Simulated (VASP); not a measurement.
Given:

```
ZrN
1.0
    0.00000     2.27706     2.27706
    2.27706     0.00000     2.27706
    2.27706     2.27706     0.00000
Zr N
1 1
Direct
  0.00000   0.00000   0.00000
  0.50000   0.50000   0.50000
```

Computed with PBEsol GGA, VASP's PBE PAW potentials (set 64) (plane waves; VASP). Run with 600 eV cut-off, 12×12×12 Γ-centred mesh, first-order Methfessel-Paxton smearing of 0.10 eV, potentials Zr_sv N.

Task: Estimate the energy per atom (σ→0), band gap (on the k-mesh) with the smallest direct gap where there is one.

Result: 
```yaml
band gap (on the k-mesh): none (metal, semimetal or under 0.01 eV)
energy per atom (σ→0): -10.781 eV/atom
```

Only differences to runs with the same potentials and settings are physical.

The compound is ZrN in the rock salt structure. It was relaxed first. The electron count is odd and the run is not spin-polarised, which forces a metal.
